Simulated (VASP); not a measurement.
Given:

```
CELL_PARAMETERS angstrom
      1.90129    -3.28331     0.00000
      1.90129     3.28331     0.00000
      0.00000     0.00000     6.31069
ATOMIC_POSITIONS crystal
  Sn 0.00000 0.00000 0.00000
  Se 0.33333 0.66667 0.25000
  Se 0.68830 0.35497 0.75000
```

Method: PBE GGA, VASP's PBE PAW potentials (set 64) (plane waves; VASP). Run with 520 eV cut-off, 6×6×3 Γ-centred mesh, Gaussian smearing of 0.050 eV, potentials Sn_d Se.

Problem. Give the force on each atom (eV/Å).

Solution. 
```json
[
 {"atom": "Sn1", "Fx": "0.241", "Fy": "0.031", "Fz": "0.037"},
 {"atom": "Se2", "Fx": "0.049", "Fy": "-0.009", "Fz": "0.335"},
 {"atom": "Se3", "Fx": "-0.289", "Fy": "-0.022", "Fz": "-0.372"}
]
```

Problem. Give the stress tensor in GPa (positive for a compressed cell).

Solution. 
```
4.01  0.21  0.94
0.21  4.21  0.04
0.94  0.04  3.66
```
The pressure is its mean diagonal, 3.96 GPa.

The compound is SnSe2 in the 1T layered structure. The cell was not relaxed at this level, atoms are displaced from their ideal sites. The run is one of a series of settings (ENCUT = 520 against the base run), some of them coarse on purpose.
